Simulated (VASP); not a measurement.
# Ga2SnAs2 (I4/mmm) in VASP: reference runs

Reference runs on Ga2SnAs2: the cell as given.

All numbers are computed with VASP 6.6.1; they aren't measurements. Logs are shortened: lines on timing, memory, paths and dates and some standing lists are left out, and cuts for length are marked.

## Step 1: The crystal as given

The structure is tetragonal, space group I4/mmm (No. 139). Conventional cell: a = 4.591 Å, b = 4.591 Å, c = 10.718 Å, α = 90.00°, β = 90.00°, γ = 90.00°. Around Ga (site symmetry 4mm) lie 4 As at 2.66 Å and 1 Ga at 2.68 Å. Sn (site symmetry 4/mmm) is surrounded by 10 Ga at 3.51 to 4.02 Å and 8 As at 3.53 Å. As (site symmetry -4m2) has 4 Ga at 2.66 Å as nearest neighbours.

The cell was built by a generator and needn't be a form met in nature.

## Step 2: Single point, PBE

File INCAR:

```
  ALGO = Normal
  EDIFF = 1E-7
  ENCUT = 520
  GGA = PE
  ISIF = 2
  ISMEAR = -1
  LASPH = T
  LCHARG = F
  LREAL = F
  LWAVE = F
  NBANDS = 33
  NELM = 80
  PREC = Accurate
  SIGMA = 0.05
```

File KPOINTS:

```
k-points
0
Gamma
  8 8 8
```

File POSCAR:

```
Ga2SnAs2
1.0
   -2.2955850000      2.2955850000      5.3589193200
    2.2955850000     -2.2955850000      5.3589193200
    2.2955850000      2.2955850000     -5.3589193200
Ga Sn As
2 1 2
Direct
    0.3750000000      0.3750000000      0.0000000000
    0.6250000000      0.6250000000      0.0000000000
    0.0000000000      0.0000000000      0.0000000000
    0.7500000000      0.2500000000      0.5000000000
    0.2500000000      0.7500000000      0.5000000000
```

Potentials or basis: VASP PAW PBE potentials, release 64 (Ga_d, Sn_d, As).

Run with:

```sh
$ cat potpaw_PBE.64/Ga_d/POTCAR potpaw_PBE.64/Sn_d/POTCAR potpaw_PBE.64/As/POTCAR > POTCAR
$ mpirun -np 1 vasp_std > vasp.out
```

OUTCAR:

```text
EDIFF = 1E-7
   ENCUT = 520
   GGA = PE
   ISIF = 2
   ISMEAR = -1
   LASPH = T
   LREAL = F
   NELM = 80
   PREC = Accurate

 ion  position               nearest neighbor table
   1  0.375  0.375  0.000-   4 2.66   5 2.66   5 2.66   4 2.66   2 2.68
   2  0.625  0.625  0.000-   5 2.66   4 2.66   4 2.66   5 2.66   1 2.68
   3  0.000  0.000  0.000-
   4  0.750  0.250  0.500-   1 2.66   2 2.66   1 2.66   2 2.66
   5  0.250  0.750  0.500-   1 2.66   2 2.66   1 2.66   2 2.66

  LATTYP: Found a body centered tetragonal cell.
 ALAT       =     4.5911700000
 C/A-ratio  =     2.3344460432

  Lattice vectors:

 A1 = (  -2.2955850000,   2.2955850000,   5.3589193200)
 A2 = (   2.2955850000,  -2.2955850000,   5.3589193200)
 A3 = (   2.2955850000,   2.2955850000,  -5.3589193200)

Analysis of symmetry for initial positions (statically):
=====================================================================
 Subroutine PRICEL returns:
 Original cell was already a primitive cell.

 Routine SETGRP: Setting up the symmetry group for a
 body centered tetragonal supercell.

 Subroutine GETGRP returns: Found 16 space group operations
 (whereof 16 operations were pure point group operations)
 out of a pool of 16 trial point group operations.

The static configuration has the point symmetry D_4h.

Analysis of symmetry for dynamics (positions and initial velocities):
=====================================================================
 Subroutine PRICEL returns:
 Original cell was already a primitive cell.

 Routine SETGRP: Setting up the symmetry group for a
 body centered tetragonal supercell.

 Subroutine GETGRP returns: Found 16 space group operations
 (whereof 16 operations were pure point group operations)
 out of a pool of 16 trial point group operations.

The dynamic configuration has the point symmetry D_4h.

 Subroutine INISYM returns: Found 16 space group operations
 (whereof 16 operations are pure point group operations),
 and found     1 'primitive' translations

----------------------------------------------------------------------------------------

                                     Primitive cell

  volume of cell :     112.9598

  direct lattice vectors                    reciprocal lattice vectors
    -2.295585000  2.295585000  5.358919320     0.000000000  0.217809404  0.093302394
     2.295585000 -2.295585000  5.358919320     0.217809404  0.000000000  0.093302394
     2.295585000  2.295585000 -5.358919320     0.217809404  0.217809404  0.000000000

  length of vectors
     6.265575573  6.265575573  6.265575573     0.236952048  0.236952048  0.308029013

  position of ions in fractional coordinates (direct lattice)
     0.375000000  0.375000000  0.000000000
     0.625000000  0.625000000  0.000000000
     0.000000000  0.000000000  0.000000000
     0.750000000  0.250000000  0.500000000
     0.250000000  0.750000000  0.500000000

  ion indices of the primitive-cell ions
   primitive index   ion index
                 1           1
                 2           2
                 3           3
                 4           4
                 5           5

----------------------------------------------------------------------------------------

 KPOINTS: k-points

Automatic generation of k-mesh.
 Grid dimensions read from file:
 generate k-points for:    8    8    8

 Generating k-lattice:

  Cartesian coordinates                     Fractional coordinates (reciprocal lattice)
     0.000000000  0.027226175  0.011662799     0.125000000 -0.000000000  0.000000000
     0.027226175  0.000000000  0.011662799    -0.000000000  0.125000000  0.000000000
     0.027226175  0.027226175  0.000000000     0.000000000  0.000000000  0.125000000

  Length of vectors
     0.029619006  0.029619006  0.038503627

  Shift w.r.t. Gamma in fractional coordinates (k-lattice)
     0.000000000  0.000000000  0.000000000

 Subroutine IBZKPT returns following result:
 ===========================================

 Found     59 irreducible k-points:

 Following reciprocal coordinates:
            Coordinates               Weight
  0.000000  0.000000  0.000000      1.000000
  0.125000 -0.000000  0.000000      8.000000
  0.250000 -0.000000  0.000000      8.000000
  0.375000 -0.000000  0.000000      8.000000
  0.500000 -0.000000  0.000000      4.000000
  0.125000  0.125000  0.000000      8.000000
[... 16 lines left out ...]
  0.250000  0.125000  0.125000     16.000000
  0.375000  0.125000  0.125000      8.000000
 [... further k-points ...]
   k-points           NKPTS =     59   k-points in BZ     NKDIM =     59   number of bands    NBANDS=     33
   number of dos      NEDOS =    301   number of ions     NIONS =      5
   total plane-waves  NPLWV = 110592
   dimension x,y,z NGX =    48 NGY =   48 NGZ =   48
   dimension x,y,z NGXF=    96 NGYF=   96 NGZF=   96
   ions per type =               2   1   2
   NGX,Y,Z   is equivalent  to a cutoff of  12.74, 12.74, 12.74 a.u.
   NGXF,Y,Z  is equivalent  to a cutoff of  25.47, 25.47, 25.47 a.u.
 SYSTEM =  unknown system
   PREC   = accura    normal or accurate (medium, high low for compatibility)
   ISTART =      0    job   : 0-new  1-cont  2-samecut
   ICHARG =      2    charge: 1-file 2-atom 10-const
   ISPIN  =      1    spin polarized calculation?
   LNONCOLLINEAR =      F non collinear calculations
   LSORBIT =      F    spin-orbit coupling
   LASPH  =      T    aspherical Exc in radial PAW
   ENCUT  =  520.0 eV  38.22 Ry    6.18 a.u.  11.65 11.65 11.65*2*pi/ulx,y,z
   NELM   =     80;   NELMIN=  2; NELMDL= -5     # of ELM steps
   EDIFF  = 0.1E-06   stopping-criterion for ELM
   LREAL  =      F    real-space projection
   EDIFFG = 0.1E-05   stopping-criterion for IOM
   NSW    =      0    number of steps for IOM
   IBRION =     -1    ionic relax: 0-MD 1-quasi-New 2-CG
   NFREE  =      0    steps in history (QN), initial steepest desc. (CG)
   ISIF   =      2    stress and relaxation
   ISYM   =      2    0-nonsym 1-usesym 2-fastsym
   POTIM  = 0.5000    time-step for ionic-motion
   TEBEG  =    0.0;   TEEND  =   0.0 temperature during run
   PSTRESS=    0.0 pullay stress
   NELECT =      50.0000    total number of electrons
   NUPDOWN=      -1.0000    fix difference up-down
   EMIN   =  10.00;   EMAX   =-10.00  energy-range for DOS
   EFERMI =   0.00;   METHOD = LEGACY
   ISMEAR =    -1;   SIGMA  =   0.05  broadening in eV -4-tet -1-fermi 0-gaus
   EFERMI_NEDOS =   21; number of points for ismear=-14 and -15
   IALGO  =     38    algorithm
   IMIX   =      4    mixing-type and parameters
     AMIX     =   0.40;   BMIX     =  1.00
     AMIX_MAG =   1.60;   BMIX_MAG =  1.00
  volume/ion in A,a.u.               =      22.59       152.46
  Fermi-wavevector in a.u.,A,eV,Ry     =   1.247643  2.357703 21.178991  1.556612
  Thomas-Fermi vector in A             =   2.381765
   LORBIT       =      0    0 simple, 1 ext, 2 COOP (PROOUT), +10 PAW based schemes
   GGA     = PE    functional components
   LHFCALC =     F    Hartree Fock is set to
   AEXX    =    0.0000 exact exchange contribution
   IVDW    =     0    specifies the selected vdW correction
   LEPSILON=     F    determine dielectric tensor
   LRPA    =     F    only Hartree local field effects (RPA)
 non-spin polarized calculation
  energy-cutoff  :      520.00
  volume of cell :      112.96
 maximum number of plane-waves:      3068
   NGX = 23   NGY = 23   NGZ = 23

 number of electron      50.0000000 magnetization

 Free energy of the ion-electron system (eV)
  ---------------------------------------------------
  ext. energy  EPLUGINS =         0.00000000
  ---------------------------------------------------
  free energy    TOTEN  =       -18.15300047 eV

  energy without entropy =      -18.12915823  energy(sigma->0) =      -18.14107935

 E-fermi :   5.8193     XC(G=0): -10.2199

 val. band max:        5.8191867769   @ k =   0.1250  -0.0000   0.0000
 cond. band min:       5.8337808794   @ k =  -0.2500   0.5000   0.1250
 fundamental gap:      0.0145941025
 Fermi energy:         5.8192678732

 k-point     1 :       0.0000    0.0000    0.0000
  band No.  band energies     occupation
      1     -16.2768      2.00000
      2     -16.2746      2.00000
      3     -16.2578      2.00000
      4     -16.2578      2.00000
      5     -16.2542      2.00000
      6      -9.3305      2.00000
[... 25 lines left out ...]
     32      12.0450      0.00000
     33      12.0488      0.00000

 k-point     2 :       0.1250   -0.0000    0.0000
  band No.  band energies     occupation
      1     -16.2762      2.00000
      2     -16.2748      2.00000
      3     -16.2581      2.00000
      4     -16.2578      2.00000
      5     -16.2540      2.00000
      6      -9.3308      2.00000
[... 25 lines left out ...]
     32      11.4835      0.00000
     33      11.7077      0.00000

 k-point     3 :       0.2500   -0.0000    0.0000
  band No.  band energies     occupation
      1     -16.2754      2.00000
      2     -16.2748      2.00000
      3     -16.2589      2.00000
      4     -16.2577      2.00000
      5     -16.2533      2.00000
      6      -9.3315      2.00000
[... 25 lines left out ...]
     32      10.7641      0.00000
     33      10.9671      0.00000

 k-point     4 :       0.3750   -0.0000    0.0000
  band No.  band energies     occupation
      1     -16.2759      2.00000
      2     -16.2734      2.00000
      3     -16.2597      2.00000
      4     -16.2577      2.00000
      5     -16.2526      2.00000
      6      -9.3323      2.00000
[... 25 lines left out ...]
     32      10.5121      0.00000
     33      11.5609      0.00000

 k-point     5 :       0.5000   -0.0000    0.0000
  band No.  band energies     occupation
      1     -16.2762      2.00000
      2     -16.2729      2.00000
      3     -16.2600      2.00000
      4     -16.2576      2.00000
      5     -16.2522      2.00000
      6      -9.3326      2.00000
[... 604 lines left out ...]
 k-point    22 :       0.1250    0.1250    0.1250
  band No.  band energies     occupation
      1     -16.2763      2.00000
      2     -16.2726      2.00000
      3     -16.2589      2.00000
      4     -16.2587      2.00000
      5     -16.2526      2.00000
      6      -9.3307      2.00000
[... 25 lines left out ...]
     32      10.7678      0.00000
     33      11.1140      0.00000

 k-point    23 :       0.2500    0.1250    0.1250
  band No.  band energies     occupation
      1     -16.2769      2.00000
      2     -16.2711      2.00000
      3     -16.2595      2.00000
      4     -16.2587      2.00000
      5     -16.2519      2.00000
      6      -9.3309      2.00000
[... 25 lines left out ...]
     32      11.2352      0.00000
     33      11.5498      0.00000

 k-point    24 :       0.3750    0.1250    0.1250
  band No.  band energies     occupation
      1     -16.2772      2.00000
      2     -16.2706      2.00000
      3     -16.2599      2.00000
      4     -16.2587      2.00000
      5     -16.2517      2.00000
      6      -9.3309      2.00000
[... 25 lines left out ...]
     32      11.2781      0.00000
     33      11.3520      0.00000

 [... further k-points ...]
[... 5 lines left out ...]
  --------------------------------------------------------------------------------------
  -------------------------------------------------------------------------------------
  Total        0.9010049      0.9010049     -3.1546438      0.0000000      0.0000000      0.0000000
  in kB       12.7794969     12.7794969    -44.7442210      0.0000000      0.0000000      0.0000000
  external PRESSURE =      -6.3950757 kB  Pullay stress =       0.0000000 kB

 VOLUME and BASIS-vectors are now :
 -----------------------------------------------------------------------------
  energy-cutoff  :      520.00
  volume of cell :      112.96
      direct lattice vectors                 reciprocal lattice vectors
    -2.295585000  2.295585000  5.358919320     0.000000000  0.217809404  0.093302394
     2.295585000 -2.295585000  5.358919320     0.217809404  0.000000000  0.093302394
     2.295585000  2.295585000 -5.358919320     0.217809404  0.217809404  0.000000000

 POSITION                                       TOTAL-FORCE (eV/Angst)
 -----------------------------------------------------------------------------------
      0.00000      0.00000      4.01919         0.000000      0.000000      0.424777
      0.00000      0.00000      6.69865         0.000000      0.000000     -0.424777
      0.00000      0.00000      0.00000        -0.000000     -0.000000      0.000000
      0.00000      2.29558      2.67946        -0.000000     -0.000000      0.000000
      2.29558      0.00000      2.67946        -0.000000     -0.000000      0.000000
 -----------------------------------------------------------------------------------
    total drift:                                0.000000     -0.000000      0.000000

  FREE ENERGIE OF THE ION-ELECTRON SYSTEM (eV)
  ---------------------------------------------------
  free  energy   TOTEN  =       -18.1530004700 eV

  energy  without entropy=      -18.1291582324  energy(sigma->0) =      -18.14107935
```

Run time: 4.4 min. Hardware: 1 thread of Intel Xeon Platinum 8559C (Emerald Rapids), shared host; peak memory 0.45 GiB.

Results:

```
Free energy            : -18.1530 eV
Pressure               : -0.6 GPa
Largest force          : 0.425 eV/Å
Band gap on the k mesh : none (metal or under the smearing width)
```

Forces in eV/Å, atoms in the order of the input:
```
Ga   0.000  0.000  0.425
Ga   0.000  0.000 -0.425
Sn   0.000  0.000  0.000
As   0.000  0.000  0.000
As   0.000  0.000  0.000
```

Stress tensor (GPa, compression positive):
```
 1.28  0.00  0.00
 0.00  1.28  0.00
 0.00  0.00 -4.47
```
